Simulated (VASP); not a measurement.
ZrB3:

```
Zr B
1.0
    -1.58858    1.58858    3.54851
     1.58858   -1.58858    3.54851
     1.58858    1.58858   -3.54851
Zr B
1 3
Direct
  0.00000 0.00000 0.00000
  0.50000 0.50000 0.00000
  0.25000 0.75000 0.50000
  0.75000 0.25000 0.50000
```

The cell was built by a generator and needn't be a form met in nature.

* Program: VASP 6.6.1
* Task: relaxation of cell and atoms
* Functional: PBE
* Potentials or basis: VASP PAW PBE potentials, release 64 (Zr_sv, B)
* Cutoff: 600 eV
* k mesh: 8 × 8 × 8
* Occupations: gaussian, width 0.1 eV
* Spin: no spin polarisation

At the start: pressure 36.9 GPa; volume 8.95 Å³/atom.

Q: Where does the relaxation end?

A: Over 6 steps the energy falls by 161.8 meV/atom and the volume is 10.39 Å³/atom (+16.0 %); space group I4/mmm (No. 139, to 0.05 Å).

The path:
| step | energy change (eV) | largest force (eV/Å) | pressure (GPa) | volume (Å³) |
| --- | --- | --- | --- | --- |
| 1 | 0.0000 | 0.0000 | 36.93 | 35.82 |
| 2 | -0.1981 | 0.0000 | -19.95 | 47.61 |
| 3 | -0.6071 | 0.0000 | -1.11 | 41.70 |
| 4 | -0.6071 | 0.0000 | -0.56 | 41.57 |
| 5 | -0.6447 | 0.0000 | 0.05 | 41.57 |
| 6 | -0.6471 | 0.0000 | 0.33 | 41.56 |

Final structure:
```cif
data_structure
_symmetry_space_group_name_H-M 'P 1'
_symmetry_Int_Tables_number 1
_cell_length_a 4.5147
_cell_length_b 4.5147
_cell_length_c 4.5147
_cell_angle_alpha 137.473
_cell_angle_beta 137.473
_cell_angle_gamma 61.712
_cell_volume 41.56
loop_
_atom_site_label
_atom_site_type_symbol
_atom_site_fract_x
_atom_site_fract_y
_atom_site_fract_z
_atom_site_occupancy
Zr1 Zr 0.00000 0.00000 0.00000 1
B1 B 0.50000 0.50000 0.00000 1
B2 B 0.25000 0.75000 0.50000 1
B3 B 0.75000 0.25000 0.50000 1
```

Caveat: the volume moved by over 15 % at a fixed basis, so the end points are rough.
